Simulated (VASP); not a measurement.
Method: PBEsol GGA, VASP's PBE PAW potentials (set 64) (plane waves; VASP 6.6.1).

A VASP calculation is set up with these files.

POSCAR:
```
BeHg3Te4
1
   -0.0162454523     6.2896579578     6.3621121835
    6.2896579578    -0.0162454523     6.3621121835
    3.1367062528     3.1367062528     0.0000000000
Hg Te Be
3 4 1
Direct
  0.9953990750   0.9953990750   0.0092018500
  0.9937734623   0.5066088665   0.9996176712
  0.5066088665   0.9937734623   0.9996176712
  0.1256367737   0.1256367737   0.2487264527
  0.1598625688   0.6137845813   0.2263528499
  0.6137845813   0.1598625688   0.2263528499
  0.6048957093   0.6048957093   0.2902085815
  0.5000389632   0.5000389632   0.9999220737
```

**KPOINTS**
```
Automatic
0
G
3 3 6
```

### INCAR
```
! general
SYSTEM  = BeHg3Te4
PREC    = Accurate
ENCUT   = 400
LREAL   = .FALSE.
LASPH   = .TRUE.

! electronic loop
EDIFF   = 1E-6
NELM    = 100
ALGO    = Normal
LMAXMIX = 6

! smearing
ISMEAR  = 0
SIGMA   = 0.05

! functional
GGA     = PS

! ions
IBRION  = 2
NSW     = 60
ISIF    = 3
EDIFFG  = -0.02

! output
LWAVE   = .FALSE.
LCHARG  = .FALSE.
```

POTCAR, in this order: Hg Te Be (PBE.64 set). Program: vasp_std.

**Question.** What will the output report for the number of irreducible k-points (NKPTS), number of bands (NBANDS), largest plane-wave count, number of space-group operations, FFT grid (NGX, NGY, NGZ)?

**Answer.** 
The number of irreducible k-points (NKPTS) is 16. The number of bands (NBANDS) is 37. The largest plane-wave count is 4616, the number of space-group operations is 4 and the FFT grid (NGX, NGY, NGZ) is 60 × 60 × 30.

The structure was generated: BeHg3Te4 was put into an ordered model structure (Amm2), which need not be its known phase. This run relaxes it. Symmetry was kept, so distortions that lower it aren't found. The start is the result of an earlier pass.
